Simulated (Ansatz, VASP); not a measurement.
# BeB3As3S in two plane-wave programs, part 2 of 3

One calculation is typed for both programs; each brings its own data sets. How far apart do they land? The cell is generated by rule, not measured, and may not be a known phase. The cell is taken from a series of runs on this material, whose earlier steps may have relaxed, scaled, displaced or heated it; both programs get it as it stands.

VASP 6.6.1 and Ansatz 0.2.0.

So far: Set-up; VASP: relaxation of cell and atoms, PBEsol, pair 1.

## (3) Ansatz: relaxation of cell and atoms, PBEsol, pair 1

Level of this step: Ansatz beside VASP: Kohn-Sham DFT, plane waves, PBEsol (Ansatz).

Ansatz runs on its default PAW (the set named soft_2) files.

The same cell, functional, mesh and smearing now go to Ansatz, which takes its cutoff from its data sets.

Contents of input.yaml:

```yaml
crystal:
  lattice:
    - [2.40125, 2.40125, 0.0]
    - [-2.40125, 2.40125, 0.0]
    - [0.0, 0.0, 9.605]
  atoms:
    - { symbol: As, position: [0.5, 0.0, 0.125] }
    - { symbol: As, position: [0.0, 0.5, 0.375] }
    - { symbol: As, position: [0.5, 0.0, 0.625] }
    - { symbol: B, position: [0.0, 0.0, 0.0] }
    - { symbol: B, position: [0.5, 0.5, 0.25] }
    - { symbol: B, position: [0.0, 0.0, 0.5] }
    - { symbol: Be, position: [0.5, 0.5, 0.75] }
    - { symbol: S, position: [0.0, 0.5, 0.875] }
kpoints:
  mp_grid: { grid: [6, 6, 2] }
hamiltonian:
  xc: pbesol
scf:
  occupations: { method: gaussian, width: 0.1 }
output:
  forces: true
  stress: true
  eigenvalues: true
relax:
  adjacent_minimum: "off"
  f_tol: 0.05
  max_steps: 80
  cell: { stress_tol: 0.5 }
```

Started as:

```console
ansatz run input.yaml --threads 8 --pin off --max-ram 14336MiB --backend cpu --events-out ev --progress --plain --runs-dir out
```

Numbers of over 12 decimals in the logs are rounded to 6 here.

The log of the run:

```text
The last accepted step is kept in <dir> (removed where the run ends without a failure and the disk answers)
Engine: ansatz 0.2.0, x86_64-unknown-linux-gnu
Pseudopotentials: kind: paw
Pseudopotential: As, paw, valence charge 15, recommended cutoff 420 eV (normal), As.paw.azcp
Pseudopotential: B, paw, valence charge 3, recommended cutoff 420 eV (normal), B.paw.azcp
Pseudopotential: Be, paw, valence charge 2, recommended cutoff 420 eV (normal), Be.paw.azcp
Pseudopotential: S, paw, valence charge 6, recommended cutoff 420 eV (normal), S.paw.azcp
Functional definition: PBEsol
  exchange = pbesol_x
  correlation = pbesol_c
Crystal: 8 atoms, lattice volume = 110.765 Å³
Basis set: ecut = 420 eV, 2181 PW (Γ), exchange–correlation on 48×48×144 points (8 copies of the dense FFT grid, shifted against one another)
Bands: 39, of which v1, the nominal top of the filled ones, is band 31 counted from 1 (30 counted from 0)
Symmetry: 4 space group operations
Space group: Pmm2 (ITA 25), of the structure as read, at distance tolerance 4.8e-5 Å
k-points: 32 of 72
Non-local potential: As, projectors of the file, l = 0: 2, l = 1: 2, l = 2: 3, l = 3: 1
Non-local potential: B, projectors of the file, l = 0: 2, l = 1: 2, l = 2: 1
Non-local potential: Be, projectors of the file, l = 0: 2, l = 1: 2, l = 2: 1
Non-local potential: S, projectors of the file, l = 0: 2, l = 1: 2, l = 2: 2
PAW form: soft (Blöchl's): semilocal exchange-correlation on the pseudo side does not see the compensation charge
PAW frozen core: As, regenerated for the run's functional, and the local potential with it (the file was generated under x = pbe(κ = 0.804, μ = 0.219515), c = pbe(β = 0.066725))
PAW frozen core: B, regenerated for the run's functional, and the local potential with it (the file was generated under x = pbe(κ = 0.804, μ = 0.219515), c = pbe(β = 0.066725))
PAW frozen core: Be, regenerated for the run's functional, and the local potential with it (the file was generated under x = pbe(κ = 0.804, μ = 0.219515), c = pbe(β = 0.066725))
PAW frozen core: S, regenerated for the run's functional, and the local potential with it (the file was generated under x = pbe(κ = 0.804, μ = 0.219515), c = pbe(β = 0.066725))
PAW one-centre angular grid: As, 590 points (default); XC on 64 Gauss nodes
PAW one-centre angular grid: B, 110 points (default); XC on 64 Gauss nodes
PAW one-centre angular grid: Be, 110 points (default); XC on 64 Gauss nodes
PAW one-centre angular grid: S, 110 points (default); XC on 64 Gauss nodes
Initial density: superposition of atomic densities (neutral atoms: chi_scale 0, normalization atom), corrected by the library's trained network
Initial wavefunctions: pseudopotential atomic-orbital guess
Functional: x = pbesol(κ = 0.804, μ = 0.123457), c = pbesol(β = 0.046)
SCF iter   1: F=—  HF=-15873.256585 eV  |F-HF|=—  |Δ(HF+E_count)|=         —  Δρ=5.90e-3  dr2=1.68e-1  ethr=1.77e-3  ⟨swp⟩=7.1  Hψ=5358  notcnv=0  defer=1
preconditioner: auto → Resta (q_TF=auto, 2.477 Å⁻¹)  ε∞=4.7  [insulator: Δε(μ)=0.136 eV  Ē_g=10.367 eV  σ=0.100 eV  W_gap=0.66  n_scr=26 (ndim 8)  ℏωp=20.0 eV  f_vac=0.000  D(μ)=0.21/eV (n_scr^D=0)  ε∞_Penn≈4.7]
SCF iter   2: F=—  HF=-15873.224440 eV  |F-HF|=—  |Δ(HF+E_count)|=   3.21e-2  Δρ=2.42e-3  dr2=1.24e-2  ethr=2.72e-4  ⟨swp⟩=1.6  Hψ=1548  notcnv=0  defer=45
preconditioner: auto → Kerker (q_TF=auto, 2.477 Å⁻¹)  [metal: Δε(μ)=0.074 eV  Ē_g=10.344 eV  σ=0.100 eV  W_gap=0.39  n_scr=26 (ndim 8)  ℏωp=20.0 eV  f_vac=0.000  D(μ)=0.48/eV (n_scr^D=2)]
SCF iter   3: F=—  HF=-15873.221577 eV  |F-HF|=—  |Δ(HF+E_count)|=   2.86e-3  Δρ=1.23e-3  dr2=2.60e-3  ethr=2.00e-5  ⟨swp⟩=2.0  Hψ=1825  notcnv=0  defer=45
SCF iter   4: F=—  HF=-15873.221288 eV  |F-HF|=—  |Δ(HF+E_count)|=   2.89e-4  Δρ=4.77e-4  dr2=5.27e-4  ethr=4.20e-6  ⟨swp⟩=2.0  Hψ=1835  notcnv=0  defer=45
SCF iter   5: F=—  HF=-15873.221138 eV  |F-HF|=—  |Δ(HF+E_count)|=   1.50e-4  Δρ=1.89e-4  dr2=9.38e-5  ethr=8.49e-7  ⟨swp⟩=2.0  Hψ=1844  notcnv=0  defer=45
SCF iter   6: F=—  HF=-15873.221187 eV  |F-HF|=—  |Δ(HF+E_count)|=   4.91e-5  Δρ=5.82e-5  dr2=1.86e-5  ethr=1.51e-7  ⟨swp⟩=2.7  Hψ=1638  notcnv=0  defer=47
SCF iter   7: F=—  HF=-15873.221187 eV  |F-HF|=—  |Δ(HF+E_count)|=   3.32e-8  Δρ=2.39e-5  dr2=5.37e-6  ethr=3.00e-8  ⟨swp⟩=2.0  Hψ=1875  notcnv=0  defer=51
SCF iter   8: F=—  HF=-15873.221186 eV  |F-HF|=—  |Δ(HF+E_count)|=   8.74e-7  Δρ=1.45e-5  dr2=1.51e-6  ethr=8.67e-9  ⟨swp⟩=2.0  Hψ=1997  notcnv=0  defer=53
SCF iter   9: F=—  HF=-15873.221186 eV  |F-HF|=—  |Δ(HF+E_count)|=   3.35e-7  Δρ=7.96e-6  dr2=3.45e-7  ethr=2.44e-9  ⟨swp⟩=2.0  Hψ=2005  notcnv=0  defer=55
SCF iter  10: F=-15873.221186 eV  HF=-15873.221186 eV  |F-HF|=7.69e-9  |Δ(HF+E_count)|=   2.11e-8  Δρ=2.56e-6  dr2=1.85e-8  ethr=1.61e-10  ⟨swp⟩=9.6  Hψ=4809  notcnv=0
SCF 1 converged in 10 iterations: F = -15873.221186 eV  dr2 = 1.85e-8
[...]
SCF iter   2: F=—  HF=-15873.348157 eV  |F-HF|=—  |Δ(HF+E_count)|=   7.28e-6  Δρ=2.60e-4  dr2=1.12e-4  ethr=8.73e-7  ⟨swp⟩=1.0  Hψ=1248  notcnv=0
SCF iter   3: F=—  HF=-15873.348141 eV  |F-HF|=—  |Δ(HF+E_count)|=   1.57e-5  Δρ=6.05e-5  dr2=9.56e-6  ethr=1.81e-7  ⟨swp⟩=2.0  Hψ=1649  notcnv=0
SCF iter   4: F=—  HF=-15873.348140 eV  |F-HF|=—  |Δ(HF+E_count)|=   1.24e-6  Δρ=2.56e-5  dr2=2.27e-6  ethr=1.54e-8  ⟨swp⟩=2.2  Hψ=1816  notcnv=0
SCF iter   5: F=—  HF=-15873.348140 eV  |F-HF|=—  |Δ(HF+E_count)|=   2.92e-7  Δρ=1.22e-5  dr2=1.10e-6  ethr=1.29e-9  ⟨swp⟩=5.2  Hψ=4818  notcnv=0
SCF iter   6: F=-15873.348140 eV  HF=-15873.348140 eV  |F-HF|=1.01e-7  |Δ(HF+E_count)|=   1.14e-7  Δρ=4.07e-6  dr2=1.09e-7  ethr=1.29e-9  ⟨swp⟩=4.8  Hψ=4283  notcnv=0
SCF 4 converged in 6 iterations: F = -15873.348140 eV  dr2 = 1.09e-7
relax step   4: F+E_penalty+E_count = -15873.34813966 eV  Δ(F+E_penalty+E_count) = -1.818e-3 eV  max|allowed force component| = 5.009e-2 eV/Å  Δτ_max = 0.0059 Å  P = +0.026 GPa  Ω = 109.705 Å³  energy of the carried Pulay correction = +4.744e-4 eV  (6 SCF iters, dr2 threshold 8.00e-7 eV, accepted)
[...]
relax step   5: F+E_penalty+E_count = -15873.34828466 eV  Δ(F+E_penalty+E_count) = -1.450e-4 eV  max|allowed force component| = 2.360e-2 eV/Å  Δτ_max = 0.0045 Å  P = +0.054 GPa  Ω = 109.645 Å³  energy of the carried Pulay correction = +5.011e-4 eV  (6 SCF iters, dr2 threshold 1.57e-7 eV, accepted)
[...]
relax step   6: F+E_penalty+E_count = -15873.34781936 eV  Δ(F+E_penalty+E_count) = +4.653e-4 eV  max|allowed force component| = 2.347e-2 eV/Å  Δτ_max = 0.0000 Å  P = +0.051 GPa  Ω = 109.645 Å³  stress off target by 1.20e-1 GPa  SCF on the basis re-selected at this cell (its energy is not comparable with the rows above)  (4 SCF iters)
basis re-selected at this cell: Δ(F+E_penalty+E_count) = +4.653e-4 eV, ΔP = -0.004 GPa vs the last step (what re-selecting the basis moved, of the pressure what is left beyond the Pulay correction that the steps carried, after the strain that the cell walked since its last selection, with what the two solves' SCF thresholds leave and, on support functions, any second-order correction that the steps lacked; it is no m [...]
SCF converged after 4 iterations
Free energy (F): -15873.347819 eV
Harris-Foulkes:  -15873.347819 eV  (|F-HF|=5.65e-9)
Internal energy: -15873.341318 eV  (E = F + TS)
E sigma→0 (E₀):  -15873.344569 eV
Entropy (-TS):   -0.006501 eV (-0.813 meV/atom)
Fermi energy:    10.650757 eV
--- Per-component energies (eV) ---
  E_band       = -656.311452
  E_kinetic    = 583.530692
  E_local      = -6195.469511  (includes V_loc(G=0)·N_el)
  E_nonlocal   = -1934.000312
  E_hartree    = 3339.110959
  E_xc         = -448.049899
  E_vxc        = -461.008878  (∫ρ·V_xc dr)
  E_paw        = -6250.704544  (= ΣΔE_a)
  E_vpaw       = 672.412580  (= ΣTr[D̂ρ^β])
  E_aug_tail   = 0.000018  (compensation charges beyond the density's cutoff)
  E_ewald      = -4970.773620
  E_core_change = 3.014899  (= ΣΔE_core)
  E_smearing   = -0.006501  (= −TS)
  E_closure    = -0.000000  (closes the sum)
  Σ components = -15873.347819   (vs F -15873.347819, Δ=0.00e0)
--- Forces (eV/Å), atoms counted from 1 ---
  atom   1  As     0.00000000    -0.00000000    -0.00474379
  atom   2  As     0.00000000    -0.00000000    -0.00369190
  atom   3  As     0.00000000    -0.00000000    -0.00246376
  atom   4  B     -0.00000000     0.00000000     0.00049633
  atom   5  B      0.00000000    -0.00000000    -0.00047716
  atom   6  B     -0.00000000     0.00000000     0.00309722
  atom   7  Be     0.00000000    -0.00000000    -0.01568342
  atom   8  S     -0.00000000     0.00000000     0.02347379
  max |Σ_I F_I| component: 7.30e-6 eV/Å
--- Stress (GPa, compression-positive) ---
        0.063347       0.056695      -0.000000
        0.056695       0.063347      -0.000000
       -0.000000      -0.000000       0.025054
  P = ⅓ Tr σ = 0.0506 GPa (0.506 kbar)
--- Band table (eV; the first three rows and the last of 32) ---
  k-point 0: bands = [... 27 lower, 8.0310, 9.7341, 9.7826, 10.2495, 10.8702, 11.1773, 11.8090, 12.1110, ... 4 higher]
  k-point 1: bands = [... 27 lower, 8.3497, 8.7302, 9.1381, 10.2571, 10.4031, 11.0828, 11.9656, 12.5033, ... 4 higher]
  k-point 2: bands = [... 27 lower, 7.8457, 8.6709, 9.2109, 9.5481, 11.3857, 12.1120, 12.7330, 13.3061, ... 4 higher]
  k-point 31: bands = [... 27 lower, 5.4893, 5.6254, 6.3540, 6.4230, 12.4053, 12.5058, 12.5262, 12.8166, ... 4 higher]
--- Relaxed structure (5 steps of the walk, 5 accepted, 1 SCFs on fresh bases) ---
  F+E_penalty+E_count = -15873.34781936 eV   max|allowed force component| = 2.347e-2 eV/Å   (the final SCF, on the basis selected at the relaxed cell)
  cell:  # Å, volume = 109.6454 Å³
    - [2.387757, 2.387757, 0]
    - [-2.388389, 2.388389, 0]
    - [0, 0, 9.613136]
  atoms:
    - { symbol: As, position: [0.5, 0, 0.123788] }
    - { symbol: As, position: [0, 0.5, 0.371135] }
    - { symbol: As, position: [0.5, 0, 0.617943] }
    - { symbol: B, position: [0, 0, 0.000614075] }
    - { symbol: B, position: [0.500000, 0.500000, 0.247088] }
    - { symbol: B, position: [0, 0, 0.495473] }
    - { symbol: Be, position: [0.500000, 0.500000, 0.757265] }
    - { symbol: S, position: [0, 0.5, 0.886694] }
```

## (4) Differences

Known differences besides the potentials themselves: the data sets hold 62 valence electrons in Ansatz (on its default PAW (the set named soft_2) files) and 32 in VASP; the cutoff is 420 eV in Ansatz and 600 eV in VASP; Ansatz makes its cores anew for this functional, VASP keeps those of its PBE data sets; Ansatz adds a Pulay correction to the stress that steers its cell, VASP none. Total energies have different zeros and are not compared.

Compared:

```
                                         quantity  Ansatz    VASP  difference
                                      volume (Å³)  109.65  110.25     -0.55 %
edge a after relaxation, in the typed setting (Å)   3.377   3.384     -0.22 %
edge b after relaxation, in the typed setting (Å)   3.378   3.383     -0.16 %
edge c after relaxation, in the typed setting (Å)   9.613   9.630     -0.17 %
```

## (5) Ansatz: relaxation of cell and atoms, PBEsol, pair 2

The relaxed volume is the usual yardstick between codes: in a stiff, nearly cubic crystal its relative difference is about their pressure difference at one cell divided by the bulk modulus.

The cell is taken from a series of runs on this material, whose earlier steps may have relaxed, scaled, displaced or heated it; both programs get it as it stands.

Contents of input.yaml:

```yaml
crystal:
  lattice:
    - [2.3877573632, 2.3877573632, 0.0]
    - [-2.3883894128, 2.3883894128, 0.0]
    - [0.0, 0.0, 9.6131364118]
  atoms:
    - { symbol: As, position: [0.5, 0.0, 0.1237882034] }
    - { symbol: As, position: [0.0, 0.5, 0.3711348424] }
    - { symbol: As, position: [0.5, 0.0, 0.6179432801] }
    - { symbol: B, position: [0.0, 0.0, 0.0006140753] }
    - { symbol: B, position: [0.5, 0.5, 0.2470875426] }
    - { symbol: B, position: [0.0, 0.0, 0.4954730242] }
    - { symbol: Be, position: [0.5, 0.5, 0.7572654306] }
    - { symbol: S, position: [0.0, 0.5, 0.8866936013] }
kpoints:
  mp_grid: { grid: [10, 10, 4] }
hamiltonian:
  xc: pbesol
scf:
  occupations: { method: gaussian, width: 0.1 }
output:
  forces: true
  stress: true
  eigenvalues: true
  write_density: true
  write_potential: true
  elf: true
  volumetric_format: npy
relax:
  adjacent_minimum: "off"
  f_tol: 0.005
  max_steps: 80
  cell: { stress_tol: 0.05 }
```

The log of the run:

```text
[...]
Crystal: 8 atoms, lattice volume = 109.645 Å³
Basis set: ecut = 420 eV, 2121 PW (Γ), exchange–correlation on 48×48×144 points (8 copies of the dense FFT grid, shifted against one another)
Bands: 39, of which v1, the nominal top of the filled ones, is band 31 counted from 1 (30 counted from 0)
Symmetry: 4 space group operations
[...]
- [-2.389600, 2.389600, 0]
    - [0, 0, 9.621314]
  atoms:
    - { symbol: As, position: [0.5, 0, 0.124255] }
    - { symbol: As, position: [0, 0.5, 0.371626] }
    - { symbol: As, position: [0.5, 0, 0.618285] }
    - { symbol: B, position: [0, 0, 0.00105684] }
    - { symbol: B, position: [0.500000, 0.500000, 0.247344] }
    - { symbol: B, position: [0, 0, 0.495450] }
    - { symbol: Be, position: [0.500000, 0.500000, 0.755882] }
    - { symbol: S, position: [0, 0.5, 0.886101] }
[key lines of the parts left out:]
SCF converged after 5 iterations
Free energy (F): -15873.351649 eV
Fermi energy:    10.605068 eV
P = ⅓ Tr σ = 0.0013 GPa (0.013 kbar)
```

## (6) VASP: relaxation of cell and atoms, PBEsol, pair 2

The same cell, functional, mesh and smearing now go to VASP, with its own data sets.

Contents of INCAR:

```
SYSTEM = BeB3As3S
PREC = Accurate
ENCUT = 600
EDIFF = 1E-07
NELM = 120
ISMEAR = 0
SIGMA = 0.1
LREAL = .FALSE.
ALGO = Normal
GGA = PS
NBANDS = 24
LORBIT = 11
LWAVE = .FALSE.
LCHARG = .FALSE.
ISIF = 3
IBRION = 2
NSW = 80
EDIFFG = -0.005
LASPH = .TRUE.
GGA_COMPAT = .FALSE.
NELMIN = 4
KPAR = 2
```

Contents of POSCAR:

```
BeB3As3S
1.0
    2.3877570000      2.3877570000      0.0000000000
   -2.3883890000      2.3883890000      0.0000000000
    0.0000000000      0.0000000000      9.6131360000
As B Be S
3 3 1 1
Direct
    0.5000002094      0.0000000000      0.1237882206
    0.0000000000      0.5000002093      0.3711348721
    0.5000002094      0.0000000000      0.6179433017
    0.0000000000      0.0000000000      0.0006140556
    0.5000000000      0.5000000000      0.2470875269
    0.0000000000      0.0000000000      0.4954730694
    0.5000000000      0.5000000000      0.7572654751
    0.0000000000      0.5000002093      0.8866936866
```

Contents of KPOINTS:

```
Automatic mesh
0
Gamma
10 10 4
0 0 0
```

Potentials, in the order of the species: As, B, Be and S (PBE family, release 64).

Started as:

```console
mpirun -np 2 vasp_std
```

The log of the run:

```text
[banner, memory and clock lines left out]
running    2 mpi-ranks, on    1 nodes
[...]
[... a notice as in an earlier step ...]

 LDA part: xc-table for (Slater+PW92), standard interpolation
 POSCAR, INCAR and KPOINTS ok, starting setup
[...]
entering main loop
       N       E                     dE             d eps       ncg     rms          rms(c)
DAV:   1     0.115511154602E+03    0.11551E+03   -0.14823E+04  5184   0.131E+03
DAV:   2    -0.383504265969E+02   -0.15386E+03   -0.14384E+03  6824   0.202E+02
DAV:   3    -0.477354443091E+02   -0.93850E+01   -0.92382E+01  6888   0.520E+01
DAV:   4    -0.478945500289E+02   -0.15911E+00   -0.15852E+00  6576   0.754E+00
[...]
DAV:  15    -0.457828440096E+02    0.33162E-06   -0.79311E-07  6768   0.417E-03    0.444E-03
DAV:  16    -0.457828438273E+02    0.18230E-06   -0.36679E-07  6496   0.363E-03    0.108E-03
DAV:  17    -0.457828438167E+02    0.10658E-07   -0.63666E-08  3936   0.149E-03
   1 F= -.45782844E+02 E0= -.45780071E+02  d E =-.457828E+02
[... from here on, the cycles between the ionic steps are left out ...]
   2 F= -.45784444E+02 E0= -.45781738E+02  d E =-.159993E-02
   3 F= -.45785075E+02 E0= -.45782344E+02  d E =-.223138E-02
   4 F= -.45785341E+02 E0= -.45782667E+02  d E =-.265354E-03
   5 F= -.45785379E+02 E0= -.45782738E+02  d E =-.303578E-03
   6 F= -.45785477E+02 E0= -.45782879E+02  d E =-.984459E-04
   7 F= -.45785477E+02 E0= -.45782879E+02  d E =-.985024E-04
   8 F= -.45785502E+02 E0= -.45782908E+02  d E =-.244694E-04
   9 F= -.45785504E+02 E0= -.45782911E+02  d E =-.262244E-04
[...]
reached required accuracy - stopping structural energy minimisation
```

OUTCAR, selected parts (step 6):

```text
  Total       -0.0040232     -0.0040232      0.0002204      0.0081933      0.0000000      0.0000000
  in kB       -0.0584270     -0.0584270      0.0032013      0.1189861      0.0000000      0.0000000
  external PRESSURE =      -0.0378842 kB  Pullay stress =       0.0000000 kB

 POSITION                                       TOTAL-FORCE (eV/Angst)
 -----------------------------------------------------------------------------------
      1.19575      1.19575      1.19605         0.000000      0.000000     -0.001252
     -1.19671      1.19671      3.58127        -0.000000     -0.000000      0.000581
      1.19575      1.19575      5.95996        -0.000000     -0.000000      0.003377
      0.00000      0.00000      0.00735        -0.000000     -0.000000      0.001551
     -0.00096      2.39246      2.38268        -0.000000     -0.000000      0.002484
     -0.00000      0.00000      4.77531        -0.000000     -0.000000     -0.003933
     -0.00096      2.39246      7.28689        -0.000000     -0.000000      0.000909
      1.19479      3.58821      8.54090        -0.000000     -0.000000     -0.003716
 -----------------------------------------------------------------------------------
    total drift:                                0.000172     -0.000510      0.000126

  FREE ENERGIE OF THE ION-ELECTRON SYSTEM (eV)
  ---------------------------------------------------
  free  energy   TOTEN  =       -45.7855035053 eV

  energy  without entropy=      -45.7803183159  energy(sigma->0) =      -45.78291091

[... 1 part as in an earlier step ...]

[... 3 further parts left out ...]
[key lines of the parts left out:]
E-fermi :   6.5343
```

## (7) Comparison

What differs besides the data sets and the points named for the pairs above, as far as they apply: the data sets hold 62 valence electrons in Ansatz (on its default PAW (the set named soft_2) files) and 32 in VASP. Total energies have different zeros and are not compared.

Compared:

```
                                         quantity  Ansatz    VASP  difference
                                      volume (Å³)  109.76  110.32     -0.51 %
edge a after relaxation, in the typed setting (Å)   3.376   3.382     -0.19 %
edge b after relaxation, in the typed setting (Å)   3.379   3.385     -0.16 %
edge c after relaxation, in the typed setting (Å)   9.621   9.637     -0.17 %
```

(Continued in part 3 of 3.)

[Lines on the potential files, build, host, timing and source positions are cut from VASP's logs without a mark.]

[Logs are printed without paths, hosts, clocks, repeated set-up lines and the standing remarks that a program may print on its own settings, such as how far it seeks lower states.]

[Hosts, paths, dates, database ids (printed as entryN), source tags and the programs' standing remarks are cut or masked in the printed files.]
